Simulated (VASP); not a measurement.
Set up this calculation in VASP 6.6.1, as the native input.

```
Task                   : relaxation of cell and atoms
Functional             : PBE
Potentials or basis    : VASP PAW PBE potentials, release 64 (Ba_sv, C)
Cutoff                 : 600 eV
k mesh                 : 6 × 6 × 4
Occupations            : gaussian, width 0.1 eV
Spin                   : no spin polarisation
Dipole correction      : no
Further INCAR settings : ALGO = Normal; EDIFF = 1e-06; IBRION = 2; EDIFFG = -0.04; NSW = 90; ISIF = 3
```

The structure of Ba2C lies in POSCAR:

```
Ba2C
1.0
    4.0890000000      0.0000000000      0.0000000000
   -2.0445000000      3.5411778800      0.0000000000
    0.0000000000      0.0000000000      7.0221517400
Ba C
2 1
Direct
    0.3333333300      0.6666666700      0.7398479200
    0.6666666700      0.3333333300      0.2601520800
    0.0000000000      0.0000000000      0.5000000000
```

The cell was built by a generator and needn't be a form met in nature.

One way to write it, as run:

INCAR

```
PREC = Accurate ; ENCUT = 600
EDIFF = 1E-6 ; ISMEAR = 0
SIGMA = 0.1 ; LREAL = F
LASPH = T ; NELM = 100
ALGO = Normal ; ISIF = 3
LWAVE = F ; LCHARG = F
GGA = PE ; IBRION = 2
NSW = 90 ; EDIFFG = -0.04
```

KPOINTS

```
regular mesh
0
Gamma
  6 6 4
```

Potentials or basis: VASP PAW PBE potentials, release 64 (Ba_sv, C).

Launch:

```console
$ cat potpaw_PBE.64/Ba_sv/POTCAR potpaw_PBE.64/C/POTCAR > POTCAR
$ mpirun -np 1 vasp_std > vasp.out
```

It gave:

| Item | Value |
| --- | --- |
| Relaxed volume | 38.76 Å³/atom |
| Relaxed cell | a = 4.222 Å, b = 4.222 Å, c = 7.534 Å, α = 90.00°, β = 90.00°, γ = 120.00° |
| Space group after relaxing (to 0.05 Å) | P-3m1 (No. 164) |
| Energy gained by relaxing | 87.4 meV/atom |
| Ionic steps | 10 |
| Pressure after relaxing | -0.1 GPa |
| Largest force after relaxing | 0.026 eV/Å |
| Band gap on the k mesh | none (metal or under the smearing width) |

It took 3.4 min on 1 thread of AMD EPYC 9R45 96-Core Processor (Zen 5), with other jobs on the host, peak memory 0.26 GiB.
